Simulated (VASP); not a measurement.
**La: transverse stress against strain**

La (dhcp, P6_3/mmc, 37.208 Å³/atom and stress up to 0.10 GPa in the relaxed cell, c along z) under a strain ε along c (axis z), the other axes held. PBE in VASP (plane waves, PAW), 480 eV, 18×18×4 Γ-centred mesh, Methfessel-Paxton smearing 0.10 eV; ions are relaxed, or left where forces stay under 0.02 eV/Å, within the symmetry of each cell. Stress is positive for a compressed cell.

Here s stands for strain and y for stress xx.

| strain (%) | stress xx (GPa) |
|---|---|
| -1.50 | 0.14 |
| -1.00 | 0.08 |
| -0.50 | 0.03 |
| 0.00 | -0.03 |
| 0.50 | -0.08 |
| 1.00 | -0.13 |
| 1.50 | -0.18 |
| 3.00 | ? |

The 7 complete rows are fitted with a straight line, y against s. Means: s 0, y -0.024. About the means, the sum of products is -0.74500 and the sum of squares of s is 7.0000; the slope is their ratio. Least squares gives y = -0.024 - 0.1064·s. Residuals (row less fit): 0.004, -0.002, 0.001, -0.006, -0.003, 0.000, 0.004; standard error 0.004 (degrees of freedom: 5). The slope gives the elastic constant C13 = about 11 GPa.

Question: Estimate the missing y (s = 3.00); what did the run itself give?

Answer: y = -0.024 - 0.1064 × 3.0 = -0.343 GPa. The calculation gives -0.32 GPa, 0.023 GPa above the prediction (5.0 % of the range of y in the table). The row lies outside the fitted rows, so this is an extrapolation. The scatter of the fitted rows lies at the last printed digit.

In a metal these values are sensitive to mesh and smearing; energies are taken to zero smearing, stresses follow the free energy. Rows are the converged runs of the series near zero and its far end, less any whose ions stayed unrelaxed beside relaxed ones; series whose fitted rows scatter by over a few per cent of the range, as at a crossing or softening among them, aren't shown in this form. Most that stay on the fit to the last digits aren't either.
